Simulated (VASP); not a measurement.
Consider the following.

```
CELL_PARAMETERS angstrom
      3.83589     0.00000     0.00000
      0.00000     3.83589     0.00000
      0.00000     0.00000     5.39315
ATOMIC_POSITIONS crystal
  Al 0.50000 0.50000 0.50000
  Ga 0.00000 0.00000 0.00000
  P  0.00000 0.50000 0.24960
  P  0.50000 0.00000 0.75040
```

Level of theory: LDA (Ceperley-Alder, Perdew-Zunger) with spin-orbit coupling, VASP's LDA PAW potentials (set 64) (plane waves; VASP). Run with 400 eV cut-off, 5×5×4 Γ-centred mesh, Gaussian smearing of 0.050 eV, potentials Al Ga_d P.

Problem. Estimate the energy per atom (σ→0), band gap (over mesh and band path) with the smallest direct gap where there is one.

Solution. 
```json
{
 "band gap (over mesh and band path)": "1.41 eV",
 "smallest direct gap (over mesh and band path)": "1.45 eV",
 "energy per atom (σ→0)": "-5457 meV/atom"
}
```

The absolute energy has meaning only against runs of the same code, potentials and settings.

The structure comes from a computed database's AlGaP2 entry (P-4m2); how it stands against other phases isn't given here. It was relaxed first.
